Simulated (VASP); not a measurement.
A VASP calculation is set up with these files.

INCAR:
```
SYSTEM = FeAl
PREC = Accurate; ENCUT = 520; LREAL = .FALSE.
LASPH = .TRUE.
EDIFF = 1E-6; NELM = 100; ALGO = Normal
LMAXMIX = 4
ISMEAR = 1; SIGMA = 0.1
GGA = CX; LUSE_VDW = .TRUE.; AGGAC = 0.0
IBRION = 2; NSW = 60; ISIF = 3
EDIFFG = -0.01
LWAVE = .FALSE.; LCHARG = .FALSE.
```

### POSCAR
```
FeAl
1
    2.8487156525     0.0000000000    -0.0000000000
    0.0000000000     2.8487156525     0.0000000000
   -0.0000000000    -0.0000000000     2.8487156525
Al Fe
1 1
Direct
  0.5000000000   0.5000000000   0.5000000000
  0.0000000000   0.0000000000   0.0000000000
```

KPOINTS:
```
kpoints
0
Gamma
 12 12 12
```

POTCAR, in this order: Al Fe (PBE.64 set). Program: vasp_std.

### Question
Write an equivalent input for Quantum ESPRESSO's pw.x.

### Answer
One equivalent input (not run):
```
&CONTROL
  calculation = 'vc-relax'
  pseudo_dir = './pseudo'
  outdir = './out'
  tprnfor = .true.
  tstress = .true.
  nstep = 60
  forc_conv_thr = 0.00039
/
&SYSTEM
  ibrav = 0
  nat = 2
  ntyp = 2
  ecutwfc = 90
  occupations = 'smearing'
  smearing = 'methfessel-paxton'
  degauss = 0.00735
  input_dft = 'vdw-df-cx'
/
&ELECTRONS
  conv_thr = 7.3e-08
  electron_maxstep = 100
/
&IONS
/
&CELL
/
ATOMIC_SPECIES
  Al 26.982 Al.upf
  Fe 55.845 Fe.upf
CELL_PARAMETERS angstrom
     2.8487157    0.0000000   -0.0000000
     0.0000000    2.8487157    0.0000000
    -0.0000000   -0.0000000    2.8487157
ATOMIC_POSITIONS crystal
  Al   0.5000000  0.5000000  0.5000000
  Fe   0.0000000  0.0000000  0.0000000
K_POINTS automatic
  12 12 12 0 0 0
```
Limits of the translation: the potentials are each code's own (VASP's PAW set, PseudoDojo norm-conserving files in pw.x), so ENCUT and ecutwfc are chosen apart and not converted; conv_thr bounds pw.x's estimated SCF error, while EDIFF bounds the energy change between steps; forc_conv_thr acts on force components and is met together with etot_conv_thr.

The compound is FeAl in the CsCl type structure. It was relaxed first, which changed the volume by -6 %. The start is the result of an earlier pass.
